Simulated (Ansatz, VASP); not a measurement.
# NaCa2S2Cl in two plane-wave programs

Aim: how closely do two programs agree when they are given the same cell, functional and k mesh? The cell is generated by rule, not measured, and may not be a known phase. The cell is taken from a series of runs on this material, whose earlier steps may have relaxed, scaled, displaced or heated it; both programs get it as it stands.

Main program and level: Ansatz 0.2.0; plane waves, with VASP 6.6.1 beside it; relaxation of cell and atoms at LDA.

The structure was built from a prototype and need not be the compound's stable phase.

## 1. Starting point

It takes space group I4/mmm (No. 139, tetragonal). Conventional cell: a = 3.914 Å, b = 3.914 Å, c = 16.655 Å, α = 90.00°, β = 90.00°, γ = 90.00°. Nearest to Ca lie 5 S at 2.77 Å and 1 Cl at 2.80 Å. Nearest to Cl lie 4 Na at 2.77 Å and 2 Ca at 2.80 Å. Nearest to Na lie 2 S at 2.76 Å and 4 Cl at 2.77 Å. S has 1 Na at 2.76 Å and 5 Ca at 2.77 Å nearest. Farther neighbours and most contacts between anions are not listed.

## 2. VASP: relaxation of cell and atoms, LDA

The relaxed volume is the usual yardstick between codes: in a stiff, nearly cubic crystal its relative difference is about their pressure difference at one cell divided by the bulk modulus.

Lines of VASP's logs that name or quote its potential files are left out, and so is its time.

INCAR

```
SYSTEM = NaCa2S2Cl
PREC = Accurate
ENCUT = 500
EDIFF = 1E-07
NELM = 120
ISMEAR = 0
SIGMA = 0.02
LREAL = .FALSE.
ALGO = Normal
GGA = CA
NBANDS = 29
LORBIT = 11
LWAVE = .FALSE.
LCHARG = .FALSE.
ISIF = 3
IBRION = 2
NSW = 80
EDIFFG = -0.005
LASPH = .TRUE.
GGA_COMPAT = .FALSE.
NELMIN = 4
EFERMI = MIDGAP
KPAR = 2
```

POSCAR

```
NaCa2S2Cl
1.0
    2.7678270000      2.7678270000      0.0000000000
   -2.7678270000      2.7678270000      0.0000000000
    2.7678270000      0.0000000000      8.3272730000
Ca Cl Na S
2 1 1 2
Direct
    0.3317307479      0.6682692521      0.3365385043
    0.6682692521      0.3317307479      0.6634614957
    0.5000000000      0.5000000000      0.0000000000
    0.0000000000      0.0000000000      0.0000000000
    0.8343355622      0.1656644378      0.3313288756
    0.1656644378      0.8343355622      0.6686711244
```

KPOINTS

```
Automatic mesh
0
Gamma
6 6 6
0 0 0
```

The projector-augmented-wave data sets are Ca_sv, Cl, Na_pv and S (LDA family, release 64).

Run with:

```bash
$ mpirun -np 2 vasp_std
```

Numbers of over 12 decimals in the logs are rounded to 6 here.

Log:

```text
[banner, memory and clock lines left out]
running    2 mpi-ranks, on    1 nodes
 distrk:  each k-point on    1 cores,    2 groups
 distr:  one band on    1 cores,    1 groups

 POSCAR found type information on POSCAR CaClNaS
 POSCAR found :  4 types and       6 ions
 LDA part: xc-table for (Slater(with rela. corr.)+CA(PZ))
 , standard interpolation
 POSCAR, INCAR and KPOINTS ok, starting setup
 FFT: planning ... GRIDC
 FFT: planning ... GRID_SOFT
 FFT: planning ... GRID
 WAVECAR not read
 entering main loop
       N       E                     dE             d eps       ncg     rms          rms(c)
DAV:   1     0.438197490804E+03    0.43820E+03   -0.21923E+04  1820   0.151E+03
DAV:   2     0.572863582398E+01   -0.43247E+03   -0.42005E+03  2043   0.414E+02
DAV:   3    -0.290752680288E+02   -0.34804E+02   -0.33855E+02  2608   0.108E+02
DAV:   4    -0.310045700226E+02   -0.19293E+01   -0.19255E+01  2832   0.234E+01
DAV:   5    -0.310930565012E+02   -0.88486E-01   -0.88457E-01  2816   0.365E+00    0.774E+00
DAV:   6    -0.302371966801E+02    0.85586E+00   -0.19820E+00  2131   0.575E+00    0.536E+00
DAV:   7    -0.300877443050E+02    0.14945E+00   -0.74035E-01  2464   0.396E+00    0.246E+00
DAV:   8    -0.300652162133E+02    0.22528E-01   -0.10647E-01  2240   0.178E+00    0.376E-01
DAV:   9    -0.300633392596E+02    0.18770E-02   -0.91759E-03  2611   0.529E-01    0.251E-01
DAV:  10    -0.300626449578E+02    0.69430E-03   -0.16352E-03  2688   0.247E-01    0.703E-02
DAV:  11    -0.300624598228E+02    0.18513E-03   -0.41527E-04  2395   0.111E-01    0.314E-02
DAV:  12    -0.300624504955E+02    0.93272E-05   -0.98724E-05  2584   0.526E-02    0.193E-02
DAV:  13    -0.300624479290E+02    0.25665E-05   -0.15807E-05  2843   0.195E-02    0.599E-03
DAV:  14    -0.300624480898E+02   -0.16078E-06   -0.17892E-06  2424   0.713E-03    0.163E-03
DAV:  15    -0.300624481045E+02   -0.14639E-07   -0.10014E-07  1632   0.187E-03
   1 F= -.30062448E+02 E0= -.30062448E+02  d E =-.300624E+02
 curvature:   0.00 expect dE= 0.000E+00 dE for cont linesearch  0.000E+00
 trial: gam= 0.00000 g(F)=  0.159E-04 g(S)=  0.418E-03 ort = 0.000E+00 (trialstep = 0.100E+01)
 search vector abs. value=  0.433E-03
 bond charge predicted
       N       E                     dE             d eps       ncg     rms          rms(c)
DAV:   1    -0.300651283134E+02   -0.26802E-02   -0.72502E-02  2035   0.228E+00    0.316E-01
DAV:   2    -0.300632303551E+02    0.18980E-02   -0.55831E-03  2345   0.491E-01    0.151E-01
DAV:   3    -0.300626364125E+02    0.59394E-03   -0.15542E-03  2293   0.281E-01    0.540E-02
DAV:   4    -0.300626423846E+02   -0.59721E-05   -0.28543E-04  2942   0.560E-02    0.315E-02
DAV:   5    -0.300626501246E+02   -0.77400E-05   -0.37756E-05  2532   0.260E-02    0.132E-02
DAV:   6    -0.300626507740E+02   -0.64944E-06   -0.10824E-05  3339   0.110E-02    0.217E-03
DAV:   7    -0.300626506132E+02    0.16081E-06   -0.10471E-06  2260   0.672E-03    0.111E-03
DAV:   8    -0.300626506123E+02    0.90586E-09   -0.57090E-08  1344   0.141E-03
   2 F= -.30062651E+02 E0= -.30062651E+02  d E =-.202508E-03
 trial-energy change:   -0.000203  1 .order   -0.000196   -0.000433    0.000042
 step:   0.9186(harm=  0.9124)  dis= 0.00053  next Energy=   -30.062652 (dE=-0.204E-03)
 reached required accuracy - stopping structural energy minimisation
```

OUTCAR, selected parts (step 2):

```text
ion  position               nearest neighbor table
   1  0.332  0.668  0.337-   6 2.77   5 2.77   5 2.77   5 2.77   5 2.77   3 2.80
   2  0.668  0.332  0.663-   5 2.77   6 2.77   6 2.77   6 2.77   6 2.77   3 2.80
   3  0.500  0.500  0.000-   1 2.80   2 2.80
   4  0.000  0.000  0.000-   5 2.76   6 2.76
   5  0.834  0.166  0.331-   4 2.76   2 2.77   1 2.77   1 2.77   1 2.77   1 2.77
   6  0.166  0.834  0.669-   4 2.76   1 2.77   2 2.77   2 2.77   2 2.77   2 2.77

  LATTYP: Found a body centered tetragonal cell.
 ALAT       =     3.9142984817
 C/A-ratio  =     4.2547971438

 Subroutine GETGRP returns: Found 16 space group operations
 (whereof 16 operations were pure point group operations)

The static configuration has the point symmetry D_4h.

 Found     30 irreducible k-points:

   k-points           NKPTS =     30   k-points in BZ     NKDIM =     30   number of bands    NBANDS=     29

   dimension x,y,z NGX =    30 NGY =   30 NGZ =   64
   dimension x,y,z NGXF=    60 NGYF=   60 NGZF=  128

   ENCUT  =  500.0 eV  36.75 Ry    6.06 a.u.   7.14  7.14 16.00*2*pi/ulx,y,z

   NELECT =      46.0000    total number of electrons

 k-points in reciprocal lattice and weights: Automatic mesh
   0.00000000  0.00000000  0.00000000       0.005
   0.16666667  0.00000000 -0.00000000       0.037
   0.33333333  0.00000000 -0.00000000       0.037
   0.50000000  0.00000000 -0.00000000       0.019
   0.16666667  0.16666667  0.00000000       0.019
   0.33333333  0.16666667 -0.00000000       0.074
   0.50000000  0.16666667 -0.00000000       0.074
  -0.33333333  0.16666667  0.00000000       0.074
  -0.16666667  0.16666667  0.00000000       0.037
[...]
-0.16666667  0.16666667  0.33333333       0.019
   0.00000000  0.00000000  0.50000000       0.005

 average (electrostatic) potential at core
       1 -44.9425       2 -44.9425       3 -96.5930       4 -44.3648       5 -87.3335
       6 -87.3335

 E-fermi :   3.6912

 k-point     1 :       0.0000    0.0000    0.0000
  band No.  band energies     occupation
    ...
     19       2.0403      2.00000
     20       2.0403      2.00000
     21       2.0848      2.00000
     22       2.5033      2.00000
     23       2.5033      2.00000
     24       4.9374      0.00000
     25       5.8001      0.00000
     26       6.1993      0.00000
     27       7.0774      0.00000
     28       7.0774      0.00000
    ...

 k-point     2 :       0.1667    0.0000   -0.0000
  band No.  band energies     occupation
    ...
     19       1.2901      2.00000
     20       1.6898      2.00000
     21       1.8430      2.00000
     22       1.9600      2.00000
     23       2.1867      2.00000
     24       5.6577      0.00000
     25       6.3881      0.00000
     26       6.7055      0.00000
     27       7.1462      0.00000
     28       7.2493      0.00000
    ...

 k-point     3 :       0.3333    0.0000   -0.0000
  band No.  band energies     occupation
    ...
     19       0.3695      2.00000
     20       1.1651      2.00000
     21       1.5132      2.00000
     22       1.6116      2.00000
     23       1.6667      2.00000
     24       6.9473      0.00000
     25       7.1167      0.00000
     26       7.4946      0.00000
     27       7.7077      0.00000
     28       7.8888      0.00000
    ...

  Total       -0.0158409     -0.0158409     -0.0112344      0.0000000      0.0000000      0.0000000
  in kB       -0.1982901     -0.1982901     -0.1406282      0.0000000      0.0000000      0.0000000
  external PRESSURE =      -0.1790695 kB  Pullay stress =       0.0000000 kB

  energy-cutoff  :      500.00
  volume of cell :      127.99
      direct lattice vectors                 reciprocal lattice vectors
     2.770747750  2.770747750  0.000000000     0.180456702  0.180456702 -0.059979903
    -2.770747750  2.770747750 -0.000000000    -0.180456702  0.180456702  0.059979903
     2.770747750  0.000000000  8.336125468    -0.000000000  0.000000000  0.119959807

 POSITION                                       TOTAL-FORCE (eV/Angst)
 -----------------------------------------------------------------------------------
      0.00000      2.77075      2.80521        -0.000000      0.000000      0.000796
      2.77075      2.77075      5.53091         0.000000     -0.000000     -0.000796
      2.77075      2.77075      8.33613         0.000000     -0.000000      0.000000
      0.00000      2.77075      8.33613        -0.000000      0.000000      0.000000
      2.77075      2.77075      2.76142        -0.000000     -0.000000     -0.003521
     -0.00000      2.77075      5.57471         0.000000      0.000000      0.003521
 -----------------------------------------------------------------------------------
    total drift:                                0.000000     -0.000000      0.000000

  FREE ENERGIE OF THE ION-ELECTRON SYSTEM (eV)
  ---------------------------------------------------
  free  energy   TOTEN  =       -30.0626506123 eV

  energy  without entropy=      -30.0626506123  energy(sigma->0) =      -30.06265061

 reached required accuracy - stopping structural energy minimisation

 total charge
# of ion       s       p       d       tot
------------------------------------------
    1        2.037   5.856   0.279   8.172
    2        2.037   5.856   0.279   8.172
    3        1.586   3.565   0.000   5.152
    4        0.058   5.989   0.000   6.047
    5        1.314   2.475   0.000   3.789
    6        1.314   2.475   0.000   3.789
--------------------------------------------------
tot          8.346  26.217   0.558  35.121

[... 3 further parts left out ...]
```

The run keeps the 16 symmetry operations of its start, so it cannot find a distortion of lower symmetry.

[end of part 1 of 2]

[Lines on the potential files, build, host, timing and source positions are cut from VASP's logs without a mark.]

[Logs are printed without paths, hosts, clocks, repeated set-up lines and the standing remarks that a program may print on its own settings, such as how far it seeks lower states.]

[Hosts, paths, dates, database ids (printed as entryN), source tags and the programs' standing remarks are cut or masked in the printed files.]
